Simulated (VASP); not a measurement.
These are PBE GGA, VASP's PBE PAW potentials (set 64) (plane waves; VASP 6.6.1) values and carry that method's errors.

VASP input:

**KPOINTS**
```
Automatic mesh
0
Gamma
  6 6 6
0 0 0
```

INCAR:
```
! general
SYSTEM  = Ti3Pt
PREC    = Accurate
ENCUT   = 300
LREAL   = .False.
LASPH   = .True.

! electronic loop
EDIFF   = 1E-6
NELM    = 100   ! most electronic steps
ALGO    = Normal
LMAXMIX = 6

! smearing
ISMEAR  = -1
SIGMA   = 0.1

! functional
GGA     = PE   ! PBE

! ions
ISIF    = 2   ! forces and stress, cell fixed

! output
LWAVE   = .False.
LCHARG  = .False.
```

File POSCAR:
```
Ti3Pt
1
   -1.9364870000     1.9364870000     4.3134150000
    1.9364870000    -1.9364870000     4.3134150000
    1.9364870000     1.9364870000    -4.3134150000
Ti Pt
3 1
Direct
  0.5000000000   0.5000000000   0.0000000000
  0.7500000000   0.2500000000   0.5000000000
  0.2500000000   0.7500000000   0.5000000000
  0.0000000000   0.0000000000   0.0000000000
```

POTCAR, in this order: Ti_sv Pt (PBE.64 set). Program: vasp_std.

Output of the run:

**OSZICAR**
```
       N       E                     dE             d eps       ncg     rms          rms(c)
DAV:   1     0.458140326467E+03    0.45814E+03   -0.17540E+04  1644   0.148E+03
DAV:   2     0.320850546716E+02   -0.42606E+03   -0.41756E+03  1626   0.481E+02
DAV:   3    -0.299505514667E+02   -0.62036E+02   -0.60608E+02  2919   0.153E+02
DAV:   4    -0.351257884880E+02   -0.51752E+01   -0.51215E+01  2133   0.405E+01
DAV:   5    -0.354191438165E+02   -0.29336E+00   -0.29215E+00  2477   0.914E+00    0.168E+01
DAV:   6    -0.317675211876E+02    0.36516E+01   -0.13936E+01  2024   0.362E+01    0.503E+00
DAV:   7    -0.317902792423E+02   -0.22758E-01   -0.42784E+00  2230   0.161E+01    0.415E+00
DAV:   8    -0.316213459107E+02    0.16893E+00   -0.20698E+00  2490   0.108E+01    0.269E+00
DAV:   9    -0.315766336744E+02    0.44712E-01   -0.57977E-01  2350   0.482E+00    0.167E+00
DAV:  10    -0.315758400832E+02    0.79359E-03   -0.10981E-01  2132   0.354E+00    0.313E-01
DAV:  11    -0.315737671490E+02    0.20729E-02   -0.10953E-02  2180   0.977E-01    0.719E-02
DAV:  12    -0.315737766928E+02   -0.95437E-05   -0.86181E-04  2466   0.213E-01    0.411E-02
DAV:  13    -0.315737785163E+02   -0.18235E-05   -0.69457E-05  2190   0.884E-02    0.911E-03
DAV:  14    -0.315737699954E+02    0.85209E-05   -0.69688E-06  2144   0.195E-02    0.379E-03
DAV:  15    -0.315737695292E+02    0.46617E-06   -0.25108E-06  1514   0.181E-02
   1 F= -.31573770E+02 E0= -.31474438E+02  d E =-.198663E+00
```

### OUTCAR
```
------------------------ aborting loop because EDIFF is reached ----------------------------------------
  FORCE on cell =-STRESS in cart. coord.  units (eV):
  Direction    XX          YY          ZZ          XY          YZ          ZX
  --------------------------------------------------------------------------------------
  Total       -0.1574922     -0.1574922      1.4796949      0.0000000      0.0000000     -0.0000000
  in kB       -3.8999513     -3.8999513     36.6414250      0.0000000      0.0000000     -0.0000000
  external PRESSURE =       9.6138408 kB  Pullay stress =       0.0000000 kB
  volume of cell :       64.70
      direct lattice vectors                 reciprocal lattice vectors
    -1.936487000  1.936487000  4.313415000     0.000000000  0.258199513  0.115917434
     1.936487000 -1.936487000  4.313415000     0.258199513  0.000000000  0.115917434
     1.936487000  1.936487000 -4.313415000     0.258199513  0.258199513  0.000000000
 POSITION                                       TOTAL-FORCE (eV/Angst)
 -----------------------------------------------------------------------------------
      0.00000      0.00000      4.31341         0.000000     -0.000000      0.000000
     -0.00000      1.93649      2.15671        -0.000000      0.000000      0.000000
      1.93649     -0.00000      2.15671         0.000000     -0.000000     -0.000000
      0.00000      0.00000      0.00000         0.000000     -0.000000      0.000000
 -----------------------------------------------------------------------------------
    total drift:                                0.000000     -0.000000      0.000000
  FREE ENERGIE OF THE ION-ELECTRON SYSTEM (eV)
  ---------------------------------------------------
  free  energy   TOTEN  =       -31.5737695292 eV

  energy  without entropy=      -31.3751065613  energy(sigma->0) =      -31.47443805
```
(Selected blocks of OUTCAR.)

### OUTCAR
```
 val. band max:        9.3405777379   @ k =   0.1667   0.1667   0.0000

 cond. band min:       9.3422673327   @ k =  -0.3333   0.1667   0.0000


 Fermi energy:         9.3417034668

 k-point     1 :       0.0000    0.0000    0.0000
  band No.  band energies     occupation
      1     -47.4284      2.00000
      2     -47.1944      2.00000
      3     -47.0501      2.00000
      4     -23.8350      2.00000
      5     -23.7379      2.00000
      6     -23.7379      2.00000
      7     -23.6817      2.00000
      8     -23.6817      2.00000
      9     -23.3884      2.00000
     10     -23.3076      2.00000
     11     -23.1460      2.00000
     12     -23.1460      2.00000
     13       2.0246      2.00000
     14       4.8034      2.00000
     15       4.8036      2.00000
     16       5.1764      2.00000
     17       5.8682      2.00000
     18       5.8682      2.00000
     19       7.3500      2.00000
     20       8.7622      1.99393
     21       8.8732      1.98171
     22       8.8816      1.98012
     23       8.8816      1.98012
     24      10.0232      0.00219
     25      10.0232      0.00219
     26      10.8508      0.00000
     27      11.1973      0.00000

 k-point     2 :       0.1667    0.0000    0.0000
  band No.  band energies     occupation
      1     -47.4245      2.00000
      2     -47.1871      2.00000
      3     -47.0607      2.00000
      4     -23.8249      2.00000
      5     -23.7627      2.00000
      6     -23.7499      2.00000
      7     -23.6377      2.00000
      8     -23.6313      2.00000
      9     -23.3840      2.00000
     10     -23.3233      2.00000
     11     -23.1883      2.00000
     12     -23.1815      2.00000
     13       2.4278      2.00000
     14       4.9388      2.00000
     15       5.0424      2.00000
     16       5.3290      2.00000
     17       5.7329      2.00000
     18       5.8518      2.00000
     19       7.3373      2.00000
     20       8.4064      1.99983
     21       8.8488      1.98564
...
```

At this cut-off the stress carries a Pulay error, which pulls relaxed volumes low. Unless said otherwise, spin-orbit coupling is left out, though it shifts the bands of the heavy elements here.

The structure was generated: Ti3Pt was put into an ordered model structure, which need not be its known phase. The cell was not relaxed at this level. The k-mesh is coarse (spacing up to 0.38 per Å, 2π included), so the numbers may not be converged in it.
